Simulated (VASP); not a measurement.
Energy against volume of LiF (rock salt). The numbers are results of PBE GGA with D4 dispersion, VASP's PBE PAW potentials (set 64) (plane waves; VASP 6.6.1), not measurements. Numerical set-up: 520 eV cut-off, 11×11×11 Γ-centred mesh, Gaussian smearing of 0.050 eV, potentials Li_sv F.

```tsv
V (Å³/atom)	E (eV/atom)
7.708	-4.87212
7.954	-4.87887
8.200	-4.88165
8.446	-4.88108
```

### Question
Fit these four points and predict the energy of the run at 8.692 Å³/atom.

### Answer
A cubic in V^(−2/3), the third-order Birch-Murnaghan form, passes through the four points with V0 = 8.28 Å³/atom and B0 = 69 GPa, and gives -4.8777 eV/atom there. The run gave -4.8776 eV/atom, +0.1 meV/atom from the fit; all five points give B0 = 70 GPa.

The compound is LiF in the rock salt structure. It was relaxed first.
